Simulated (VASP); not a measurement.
InAs:

```
CELL_PARAMETERS angstrom
0.00000 3.01800 3.01800
3.01800 0.00000 3.01800
3.01800 3.01800 0.00000
ATOMIC_POSITIONS crystal
In 0.00000 0.00000 0.00000
As 0.25000 0.25000 0.25000
```

* Program: VASP 6.6.1
* Task: relaxation of cell and atoms
* Functional: PBE
* Potentials or basis: VASP PAW PBE potentials, release 64 (In_d, As)
* Cutoff: 520 eV
* k mesh: 4 × 4 × 4
* Occupations: gaussian, width 0.02 eV
* Spin: no spin polarisation

At the start: pressure 4.9 GPa; volume 27.49 Å³/atom.

Question: How do energy, volume and symmetry change on relaxing?

Answer: Over 6 steps the energy falls by 34.5 meV/atom and the volume is 29.92 Å³/atom (+8.8 %); space group F-43m (No. 216, to 0.05 Å).

Step by step:
```tsv
step	energy change (eV)	largest force (eV/Å)	pressure (GPa)	volume (Å³)
1	0.0000	0.0000	4.94	54.98
2	-0.0580	0.0000	-1.55	62.00
3	-0.0689	0.0000	0.01	59.82
4	-0.0689	0.0000	-0.06	59.92
5	-0.0689	0.0000	0.02	59.82
6	-0.0689	0.0000	0.00	59.84
```

Final structure:
```
CELL_PARAMETERS angstrom
0.00000 3.10439 3.10439
3.10439 0.00000 3.10439
3.10439 3.10439 0.00000
ATOMIC_POSITIONS crystal
In 0.00000 0.00000 0.00000
As 0.25000 0.25000 0.25000
```

Caveat: the k mesh is coarse (spacing up to 0.45 Å⁻¹), so the values aren't converged.
